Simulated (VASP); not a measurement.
Here is the system:

```yaml
crystal:
  lattice:
    - [0.00000, 3.05509, 3.05509]
    - [3.05509, 0.00000, 3.05509]
    - [3.05509, 3.05509, 0.00000]
  atoms:
    - { symbol: Cu, position: [0.00000, 0.00000, 0.00000] }
    - { symbol: I, position: [0.25000, 0.25000, 0.25000] }
```

All values below come from SCAN meta-GGA, VASP's PBE PAW potentials (set 64) (plane waves; VASP). Numerical set-up: 520 eV cut-off, 8×8×8 Γ-centred mesh, Gaussian smearing of 0.050 eV, potentials Cu I.

### Question
Give the stress tensor in GPa (positive for a compressed cell).

### Answer

```
-2.19   0.00   0.00
 0.00  -2.19   0.00
 0.00   0.00  -2.19
```
The pressure is its mean diagonal, -2.19 GPa.

The compound is CuI in the zinc blende structure. This cell is one point of a volume scan, at 1.06 of the reference volume.
